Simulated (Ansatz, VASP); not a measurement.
**One calculation of GePd, two programs**

The input INCAR:

```
SYSTEM = GePd
PREC = Accurate
ENCUT = 520
EDIFF = 1E-7
ISMEAR = -1
SIGMA = 0.1
LREAL = .False.
LASPH = .True.
NELM = 100
ALGO = Normal
ISIF = 2
LWAVE = .False.
LCHARG = .False.
GGA = CA
NBANDS = 58
```

The input KPOINTS:

```
regular mesh
0
Gamma
  6 10 6
  0 0 0
```

Contents of POSCAR:

```
GePd
1.0
    5.7446155800      0.0000000000      0.0000000000
    0.0000000000      3.4677547700      0.0000000000
    0.0000000000      0.0000000000      6.2928660900
Ge Pd
4 4
Direct
    0.1770000000      0.2500000000      0.5722000000
    0.3230000000      0.7500000000      0.0722000000
    0.6770000000      0.2500000000      0.9278000000
    0.8230000000      0.7500000000      0.4278000000
    0.0043000000      0.2500000000      0.1906000000
    0.4957000000      0.7500000000      0.6906000000
    0.5043000000      0.2500000000      0.3094000000
    0.9957000000      0.7500000000      0.8094000000
```

Input for Ansatz:

```yaml
crystal:
  lattice:
    - [5.74461558, 0.0, 0.0]
    - [0.0, 3.46775477, 0.0]
    - [0.0, 0.0, 6.29286609]
  atoms:
    - { symbol: Ge, position: [0.177, 0.25, 0.5722] }
    - { symbol: Ge, position: [0.323, 0.75, 0.0722] }
    - { symbol: Ge, position: [0.677, 0.25, 0.9278] }
    - { symbol: Ge, position: [0.823, 0.75, 0.4278] }
    - { symbol: Pd, position: [0.0043, 0.25, 0.1906] }
    - { symbol: Pd, position: [0.4957, 0.75, 0.6906] }
    - { symbol: Pd, position: [0.5043, 0.25, 0.3094] }
    - { symbol: Pd, position: [0.9957, 0.75, 0.8094] }
  symmetry: { tolerance: 0.0003 }
kpoints:
  mp_grid: { grid: [6, 10, 6], shift: [0, 0, 0] }
  band_path:
    path:
      - [0.0, 0.0, 0.0]
      - [0.5, 0.0, 0.0]
      - [0.5, 0.5, 0.0]
      - [0.0, 0.5, 0.0]
      - [0.0, 0.0, 0.0]
      - [0.0, 0.0, 0.5]
      - [0.5, 0.0, 0.5]
      - [0.5, 0.5, 0.5]
      - [0.0, 0.5, 0.5]
      - [0.0, 0.0, 0.5]
      - [0.5, 0.0, 0.0]
    npoints: 6
magnetization:
  spin_polarized: false
scf:
  occupations: { method: fermi_dirac }
  lower_state_search: "off"
  max_iter: 200
hamiltonian:
  pseudopotentials: { kind: paw }
  xc: lda
basis:
  ecutwfc: 420
  fft_grid_basis: typed
output:
  forces: true
  stress: true
  eigenvalues: true
  bader: true
  populations: true
  elf: true
  write_potential: true
  volumetric_format: npy
  dos:
    e_range: [-12, 8]
    de: 0.05
    projected: { site_lists: { Ge: [Ge], Pd: [Pd] } }
checkpoint:
  read: saved_state
```

The cell was built by a generator and needn't be a form met in nature.

Alike in both runs: task single point; functional LDA; k mesh 6 × 10 × 6; no spin polarisation.

```csv
,VASP,Ansatz
version,VASP 6.6.1,Ansatz 0.2.0
potentials or method,"VASP PAW LDA potentials, release 64 (Ge_d, Pd)",PAW plane waves
plane-wave cutoff (eV),520,420
occupations,"fermi-dirac, width 0.1 eV",fermi-dirac
valence electrons in the cell,96,128
```

```csv
,VASP,Ansatz,Ansatz less VASP
pressure (GPa),-2.3,-2.8,-0.52
largest component of the traceless stress (GPa),0.78,0.84,+0.066
rms of the force components (eV/Å),0.219,0.219,+0.0001
```

Atom by atom the forces differ by 0.008 eV/Å (rms over components). The two sets of potentials don't hold the same shells in valence.
